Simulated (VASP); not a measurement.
# LiTiS (P4/nmm) in VASP: single point with r2SCAN

Aim: the single point of LiTiS with r2SCAN.

Program: VASP 6.6.1. These are calculated values, not measurements. Logs are shortened: lines on timing, memory, paths and dates and some standing lists are left out, and cuts for length are marked.

## 1. The crystal as given

Symmetry: P4/nmm, No. 129, tetragonal system. Conventional cell: a = 3.793 Å, b = 3.793 Å, c = 6.309 Å, α = 90.00°, β = 90.00°, γ = 90.00°. S (site symmetry 4mm) has 4 Ti at 2.36 Å and 1 Li at 2.70 Å as nearest neighbours. Li (site symmetry 4mm) has 5 S at 2.70 to 2.80 Å and 4 Ti at 2.91 Å as nearest neighbours. Ti (site symmetry -4m2) has 4 S at 2.36 Å and 4 Ti at 2.68 Å as nearest neighbours.

The cell was built by a generator and needn't be a form met in nature.

## 2. Single point, r2SCAN, collinear spin, zero start

Input file POSCAR:

```
LiTiS
1.0
    3.7930321300      0.0000000000      0.0000000000
    0.0000000000      3.7930321300      0.0000000000
    0.0000000000      0.0000000000      6.3093852200
S Li Ti
2 2 2
Direct
    0.2500000000      0.2500000000      0.7230000000
    0.7500000000      0.7500000000      0.2770000000
    0.2500000000      0.2500000000      0.1510000000
    0.7500000000      0.7500000000      0.8490000000
    0.7500000000      0.2500000000      0.5000000000
    0.2500000000      0.7500000000      0.5000000000
```

Input file INCAR.step1:

```
PREC = Accurate
ENCUT = 520
ISMEAR = -1
SIGMA = 0.1
LREAL = False
LASPH = True
NELM = 150
ISPIN = 2
MAGMOM = 0 0 0 0 0 0
LMAXMIX = 4
NELECT = 44.0
NBANDS = 34
GGA = PE
ALGO = Normal
EDIFF = 1E-4
LWAVE = True
LCHARG = False
```

Input file INCAR.step2:

```
PREC = Accurate
ENCUT = 520
EDIFF = 1E-6
ISMEAR = -1
SIGMA = 0.1
LREAL = False
LASPH = True
NELM = 150
ALGO = Normal
ISIF = 2
LWAVE = False
LCHARG = False
ISPIN = 2
MAGMOM = 0 0 0 0 0 0
LORBIT = 11
LMAXMIX = 4
METAGGA = R2SCAN
LMIXTAU = True
NELECT = 44.0
NBANDS = 34
ISTART = 1
```

Input file KPOINTS:

```
Automatic mesh
0
Gamma
  6 6 4
```

Potentials or basis: VASP PAW PBE potentials, release 64 (S, Li_sv, Ti_sv).

The run is started by

```sh
$ cat potpaw_PBE.64/S/POTCAR potpaw_PBE.64/Li_sv/POTCAR potpaw_PBE.64/Ti_sv/POTCAR > POTCAR
$ cp INCAR.step1 INCAR
$ mpirun -np 1 vasp_std > vasp.out
$ cp INCAR.step2 INCAR
$ mpirun -np 1 vasp_std > vasp.out
```

OUTCAR:

```text
PREC = Accurate
   ENCUT = 520
   EDIFF = 1E-6
   ISMEAR = -1
   LREAL = False
   LASPH = True
   NELM = 150
   ISIF = 2
   ISPIN = 2
   LORBIT = 11
   METAGGA = R2SCAN
   NELECT = 44.0
   ISTART = 1

 ion  position               nearest neighbor table
   1  0.250  0.250  0.723-   5 2.36   6 2.36   6 2.36   5 2.36
   2  0.750  0.750  0.277-   5 2.36   6 2.36   5 2.36   6 2.36
   3  0.250  0.250  0.151-
   4  0.750  0.750  0.849-
   5  0.750  0.250  0.500-   1 2.36   2 2.36   2 2.36   1 2.36   6 2.68   6 2.68   6 2.68   6 2.68

   6  0.250  0.750  0.500-   1 2.36   2 2.36   1 2.36   2 2.36   5 2.68   5 2.68   5 2.68   5 2.68

  LATTYP: Found a simple tetragonal cell.
 ALAT       =     3.7930321300
 C/A-ratio  =     1.6634146519

  Lattice vectors:

 A1 = (   3.7930321300,   0.0000000000,   0.0000000000)
 A2 = (   0.0000000000,   3.7930321300,   0.0000000000)
 A3 = (   0.0000000000,   0.0000000000,   6.3093852200)

Analysis of symmetry for initial positions (statically):
=====================================================================
 Subroutine PRICEL returns:
 Original cell was already a primitive cell.

 Routine SETGRP: Setting up the symmetry group for a
 simple tetragonal supercell.

 Subroutine GETGRP returns: Found 16 space group operations
 (whereof  4 operations were pure point group operations)
 out of a pool of 16 trial point group operations.

The static configuration has the point symmetry C_2h.
 The point group associated with its full space group is D_4h.

Analysis of symmetry for dynamics (positions and initial velocities):
=====================================================================
 Subroutine PRICEL returns:
 Original cell was already a primitive cell.

 Routine SETGRP: Setting up the symmetry group for a
 simple tetragonal supercell.

 Subroutine GETGRP returns: Found 16 space group operations
 (whereof  4 operations were pure point group operations)
 out of a pool of 16 trial point group operations.

The dynamic configuration has the point symmetry C_2h.
 The point group associated with its full space group is D_4h.

Analysis of structural, dynamic, and magnetic symmetry:
=====================================================================
 Subroutine PRICEL returns:
 Original cell was already a primitive cell.

 Routine SETGRP: Setting up the symmetry group for a
 simple tetragonal supercell.

 Subroutine GETGRP returns: Found 16 space group operations
 (whereof  4 operations were pure point group operations)
 out of a pool of 16 trial point group operations.

The overall configuration has the point symmetry C_2h.
 The point group associated with its full space group is D_4h.

 Subroutine INISYM returns: Found 16 space group operations
 (whereof  4 operations are pure point group operations),
 and found     1 'primitive' translations

----------------------------------------------------------------------------------------

                                     Primitive cell

  volume of cell :      90.7737

  direct lattice vectors                    reciprocal lattice vectors
     3.793032130  0.000000000  0.000000000     0.263641321  0.000000000  0.000000000
     0.000000000  3.793032130  0.000000000     0.000000000  0.263641321  0.000000000
     0.000000000  0.000000000  6.309385220     0.000000000  0.000000000  0.158494047

  length of vectors
     3.793032130  3.793032130  6.309385220     0.263641321  0.263641321  0.158494047

  position of ions in fractional coordinates (direct lattice)
     0.250000000  0.250000000  0.723000000
     0.750000000  0.750000000  0.277000000
     0.250000000  0.250000000  0.151000000
     0.750000000  0.750000000  0.849000000
     0.750000000  0.250000000  0.500000000
     0.250000000  0.750000000  0.500000000

  ion indices of the primitive-cell ions
   primitive index   ion index
                 1           1
                 2           2
                 3           3
                 4           4
                 5           5
                 6           6
[... 30 lines left out ...]
  0.166667  0.000000  0.000000      4.000000
  0.333333  0.000000  0.000000      4.000000
  0.500000  0.000000  0.000000      2.000000
  0.166667  0.166667  0.000000      4.000000
  0.333333  0.166667  0.000000      8.000000
[... 16 lines left out ...]
  0.333333  0.000000  0.500000      4.000000
  0.500000  0.000000  0.500000      2.000000
 [... further k-points ...]
   k-points           NKPTS =     30   k-points in BZ     NKDIM =     30   number of bands    NBANDS=     34
   number of dos      NEDOS =    301   number of ions     NIONS =      6
   total plane-waves  NPLWV =  37632
   dimension x,y,z NGX =    28 NGY =   28 NGZ =   48
   dimension x,y,z NGXF=    56 NGYF=   56 NGZF=   96
   ions per type =               2   2   2
   NGX,Y,Z   is equivalent  to a cutoff of  12.27, 12.27, 12.65 a.u.
   NGXF,Y,Z  is equivalent  to a cutoff of  24.54, 24.54, 25.30 a.u.
 SYSTEM =  unknown system
   PREC   = accura    normal or accurate (medium, high low for compatibility)
   ISTART =      1    job   : 0-new  1-cont  2-samecut
   ICHARG =      0    charge: 1-file 2-atom 10-const
   ISPIN  =      2    spin polarized calculation?
   LNONCOLLINEAR =      F non collinear calculations
   LSORBIT =      F    spin-orbit coupling
   LASPH  =      T    aspherical Exc in radial PAW
   ENCUT  =  520.0 eV  38.22 Ry    6.18 a.u.   7.05  7.05 11.73*2*pi/ulx,y,z
   NELM   =    150;   NELMIN=  2; NELMDL=  0     # of ELM steps
   EDIFF  = 0.1E-05   stopping-criterion for ELM
   LREAL  =      F    real-space projection
   EDIFFG = 0.1E-04   stopping-criterion for IOM
   NSW    =      0    number of steps for IOM
   IBRION =     -1    ionic relax: 0-MD 1-quasi-New 2-CG
   NFREE  =      0    steps in history (QN), initial steepest desc. (CG)
   ISIF   =      2    stress and relaxation
   ISYM   =      2    0-nonsym 1-usesym 2-fastsym
   POTIM  = 0.5000    time-step for ionic-motion
   TEBEG  =    0.0;   TEEND  =   0.0 temperature during run
   PSTRESS=    0.0 pullay stress
   NELECT =      44.0000    total number of electrons
   NUPDOWN=      -1.0000    fix difference up-down
   EMIN   =  10.00;   EMAX   =-10.00  energy-range for DOS
   EFERMI =   0.00;   METHOD = LEGACY
   ISMEAR =    -1;   SIGMA  =   0.10  broadening in eV -4-tet -1-fermi 0-gaus
   EFERMI_NEDOS =   21; number of points for ismear=-14 and -15
   IALGO  =     38    algorithm
   IMIX   =      4    mixing-type and parameters
     AMIX     =   0.40;   BMIX     =  1.00
     AMIX_MAG =   1.60;   BMIX_MAG =  1.00
  volume/ion in A,a.u.               =      15.13       102.10
  Fermi-wavevector in a.u.,A,eV,Ry     =   1.285994  2.430177 22.501059  1.653781
  Thomas-Fermi vector in A             =   2.418095
   LORBIT       =     11    0 simple, 1 ext, 2 COOP (PROOUT), +10 PAW based schemes
   METAGGA = R2SCAN    functional components
   LHFCALC =     F    Hartree Fock is set to
   AEXX    =    0.0000 exact exchange contribution
   IVDW    =     0    specifies the selected vdW correction
   LEPSILON=     F    determine dielectric tensor
   LRPA    =     F    only Hartree local field effects (RPA)
 spin polarized calculation
  energy-cutoff  :      520.00
  volume of cell :       90.77
 maximum number of plane-waves:      2462
   NGX = 15   NGY = 15   NGZ = 23

 number of electron      44.0000006 magnetization       0.0000177

 Free energy of the ion-electron system (eV)
  ---------------------------------------------------
  ext. energy  EPLUGINS =         0.00000000
  ---------------------------------------------------
  free energy    TOTEN  =       -36.47200652 eV

  energy without entropy =      -36.35603456  energy(sigma->0) =      -36.41402054

 E-fermi :   8.5417     XC(G=0): -11.2065

 val. band max:        8.5368150105   @ k =   0.1667   0.0000   0.2500
 cond. band min:       8.5914877099   @ k =   0.1667   0.1667   0.0000
 fundamental gap:      0.0546726994
 Fermi energy:         8.5417199860

 spin component 1

 k-point     1 :       0.0000    0.0000    0.0000
  band No.  band energies     occupation
      1     -50.5609      1.00000
      2     -50.3197      1.00000
      3     -42.0577      1.00000
      4     -42.0525      1.00000
      5     -26.1966      1.00000
      6     -26.1965      1.00000
[... 877 lines left out ...]
     33      13.5697      0.00000
     34      13.5697      0.00000

 [... further k-points ...]

 spin component 2

 k-point     1 :       0.0000    0.0000    0.0000
  band No.  band energies     occupation
      1     -50.5609      1.00000
      2     -50.3197      1.00000
      3     -42.0577      1.00000
      4     -42.0525      1.00000
      5     -26.1965      1.00000
      6     -26.1965      1.00000
[... 877 lines left out ...]
     33      13.5697      0.00000
     34      13.5697      0.00000

 [... further k-points ...]

------------------------ aborting loop because EDIFF is reached ----------------------------------------

  FORCE on cell =-STRESS in cart. coord.  units (eV):
  Direction    XX          YY          ZZ          XY          YZ          ZX
  --------------------------------------------------------------------------------------
  -------------------------------------------------------------------------------------
  Total       24.3838900     24.3838900     24.9248240      0.0000000      0.0000000      0.0000000
  in kB      430.3813926    430.3813926    439.9290034      0.0000000      0.0000000      0.0000000
  external PRESSURE =     433.5639295 kB  Pullay stress =       0.0000000 kB

 VOLUME and BASIS-vectors are now :
 -----------------------------------------------------------------------------
  energy-cutoff  :      520.00
  volume of cell :       90.77
      direct lattice vectors                 reciprocal lattice vectors
     3.793032130  0.000000000  0.000000000     0.263641321  0.000000000  0.000000000
     0.000000000  3.793032130  0.000000000     0.000000000  0.263641321  0.000000000
     0.000000000  0.000000000  6.309385220     0.000000000  0.000000000  0.158494047

 POSITION                                       TOTAL-FORCE (eV/Angst)
 -----------------------------------------------------------------------------------
      0.94826      0.94826      4.56169         0.000000     -0.000000      3.147935
      2.84477      2.84477      1.74770         0.000000      0.000000     -3.147935
      0.94826      0.94826      0.95272        -0.000000      0.000000     -0.484301
      2.84477      2.84477      5.35667        -0.000000      0.000000      0.484301
      2.84477      0.94826      3.15469         0.000000     -0.000000      0.000000
      0.94826      2.84477      3.15469         0.000000     -0.000000      0.000000
 -----------------------------------------------------------------------------------
    total drift:                                0.000000      0.000000      0.000000

  FREE ENERGIE OF THE ION-ELECTRON SYSTEM (eV)
  ---------------------------------------------------
  free  energy   TOTEN  =       -36.4720065196 eV

  energy  without entropy=      -36.3560345637  energy(sigma->0) =      -36.41402054

 total charge

# of ion       s       p       d       tot
------------------------------------------
    1        1.319   2.520   0.000   3.839
    2        1.319   2.520   0.000   3.839
    3        2.033   0.033   0.000   2.065
    4        2.033   0.033   0.000   2.065
    5        2.197   6.196   2.423  10.816
    6        2.197   6.196   2.423  10.816
--------------------------------------------------
tot         11.096  17.497   4.847  33.440

 magnetization (x)

# of ion       s       p       d       tot
------------------------------------------
    1        0.000  -0.000   0.000   0.000
    2        0.000  -0.000   0.000   0.000
    3        0.000   0.000   0.000   0.000
    4        0.000   0.000   0.000   0.000
    5        0.000   0.000   0.000   0.000
    6        0.000   0.000   0.000   0.000
--------------------------------------------------
tot          0.000   0.000   0.000   0.000
```

Run time: 7.9 min. Hardware: 1 thread of AMD EPYC 9R45 (Zen 5), shared host; peak memory 0.29 GiB.

Results:

```yaml
Free_energy: -36.4720 eV
Largest_force: 3.148 eV/Å
Band_gap_on_the_k_mesh: none (metal or under the smearing width)
Net_moment: 0.00 μB per cell
Valence_electrons_inside_the_program's_atomic_spheres: S 3.84; Li 2.06; Ti 10.82
```

Forces in eV/Å, atoms in the order of the input:
```
S    0.000  0.000  3.148
S    0.000  0.000 -3.148
Li   0.000  0.000 -0.484
Li   0.000  0.000  0.484
Ti   0.000  0.000  0.000
Ti   0.000  0.000  0.000
```

Levels at points of the mesh, in eV from the Fermi level:
Spin up:
```csv
k point,band 18,band 19,band 20,band 21,band 22,band 23,band 24,band 25,band 26,band 27
"(0.00, 0.00, 0.00)",-6.04,-2.56,-1.56,-1.48,-0.80,-0.42,1.67,1.67,2.56,2.56
"(0.50, 0.00, 0.00)",-6.14,-1.05,-1.05,-0.69,-0.69,0.15,0.15,0.86,0.86,1.79
"(0.50, 0.50, 0.00)",-6.27,-3.09,-3.09,-2.12,-2.12,0.86,0.86,1.59,1.59,2.07
"(0.00, 0.00, 0.50)",-5.82,-2.65,-2.55,-0.85,-0.10,0.38,1.21,1.77,1.77,2.06
"(0.50, 0.00, 0.50)",-6.14,-1.56,-1.56,-0.72,-0.72,0.24,0.24,0.37,0.37,2.21
"(0.50, 0.50, 0.50)",-6.25,-3.05,-3.05,-1.59,-1.59,-0.08,-0.08,2.07,2.07,3.07
```
Spin down:
```tsv
k point	band 20	band 21	band 22	band 23	band 24	band 25
(0.00, 0.00, 0.00)	-1.56	-1.48	-0.80	-0.42	1.67	1.67
(0.50, 0.00, 0.00)	-1.05	-0.69	-0.69	0.15	0.15	0.86
(0.50, 0.50, 0.00)	-3.09	-2.12	-2.12	0.86	0.86	1.59
(0.00, 0.00, 0.50)	-2.55	-0.85	-0.10	0.38	1.21	1.77
(0.50, 0.00, 0.50)	-1.56	-0.72	-0.72	0.24	0.24	0.37
(0.50, 0.50, 0.50)	-3.05	-1.59	-1.59	-0.08	-0.08	2.07
```

Caveat: the cell carries a net charge on a neutralising background, which shifts energy and pressure; the cell is charged against a uniform background, so pressure and absolute levels hang on convention; the cutoff is under 1.25 times the usual one of these potentials, so pressure, stress and relaxed cells hold a basis-set (Pulay) error; a pressure of tens of GPa on the cell as given is suspect, and the run, the potentials or the cell itself is likely at fault; the PAW data sets were made with another functional, which shifts forces and pressure a little.
